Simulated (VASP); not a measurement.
An input for Ansatz (written as the equivalent of a VASP run, and not itself run):

Ansatz 0.2 input:
```yaml
crystal:
  lattice:
    - [4.8280640, 0.0000000, 0.0000000]
    - [-4.8280640, 4.8280640, 0.0000000]
    - [0.0000000, 0.0000000, 17.8305230]
  atoms:
    - { symbol: Mg, position: [0.5000000, 0.0000000, 0.3578190] }
    - { symbol: Mg, position: [0.5000000, 0.5000000, 0.3578190] }
    - { symbol: Mg, position: [0.5000000, 0.5000000, 0.1682510] }
    - { symbol: Mg, position: [0.5000000, 0.0000000, 0.1682510] }
    - { symbol: Mg, position: [0.5000000, 0.0000000, 0.7369610] }
    - { symbol: Mg, position: [0.5000000, 0.5000000, 0.7369610] }
    - { symbol: Mg, position: [0.5000000, 0.5000000, 0.5473930] }
    - { symbol: Mg, position: [0.5000000, 0.0000000, 0.5473930] }
    - { symbol: Sn, position: [0.0000000, 0.0000000, 0.4526070] }
    - { symbol: Sn, position: [0.0000000, 0.5000000, 0.2630330] }
    - { symbol: Sn, position: [0.0000000, 0.0000000, 0.8317490] }
    - { symbol: Sn, position: [0.0000000, 0.5000000, 0.6421810] }
kpoints:
  mp_grid: { grid: [5, 5, 1] }
hamiltonian:
  xc: lda
  pseudopotentials: { kind: paw }
scf:
  occupations: { method: fermi_dirac, width: 0.1 }
  max_iter: 100
output: { forces: true, stress: true, eigenvalues: true }
```

**Question.** Write the VASP files for the same calculation (LDA).

**Answer.** This is not unique; one that fits is 
**INCAR**
```
# general
SYSTEM  = Mg2Sn
PREC    = Accurate
ENCUT   = 300   # plane-wave cut-off (eV)
LREAL   = .FALSE.
LASPH   = .TRUE.   # aspherical one-centre terms

# electronic loop
EDIFF   = 1E-6   # SCF stop (eV)
NELM    = 100   # most electronic steps
ALGO    = Normal   # blocked Davidson
LMAXMIX = 4

# smearing
ISMEAR  = -1   # Fermi-Dirac
SIGMA   = 0.1   # width (eV)

# ions
ISIF    = 2   # forces and stress, cell fixed

# output
LWAVE   = .FALSE.
LCHARG  = .FALSE.
```

### POSCAR
```
Mg2Sn
1
    4.8280640000     0.0000000000     0.0000000000
   -4.8280640000     4.8280640000     0.0000000000
    0.0000000000     0.0000000000    17.8305230000
Mg Sn
8 4
Direct
  0.5000000000   0.0000000000   0.3578190000
  0.5000000000   0.5000000000   0.3578190000
  0.5000000000   0.5000000000   0.1682510000
  0.5000000000   0.0000000000   0.1682510000
  0.5000000000   0.0000000000   0.7369610000
  0.5000000000   0.5000000000   0.7369610000
  0.5000000000   0.5000000000   0.5473930000
  0.5000000000   0.0000000000   0.5473930000
  0.0000000000   0.0000000000   0.4526070000
  0.0000000000   0.5000000000   0.2630330000
  0.0000000000   0.0000000000   0.8317490000
  0.0000000000   0.5000000000   0.6421810000
```

**KPOINTS**
```
Automatic mesh
0
Gamma
5 5 1
0 0 0
```

POTCAR, in this order: Mg Sn_d (LDA.64 set). Program: vasp_std.

The two are equivalent in intent, not identical: each code has its own PAW files, so the cut-off isn't converted (ENCUT is set for VASP's; basis.ecutwfc is left out, and Ansatz then takes the one that its files recommend); Ansatz stops its SCF on the density residual and VASP on the energy change (EDIFF); Ansatz's lda is the Perdew-Wang form, while the LDA potentials of VASP carry Perdew-Zunger's.

The cell is a sheet with vacuum, built from a database entry that may be metastable or hypothetical.
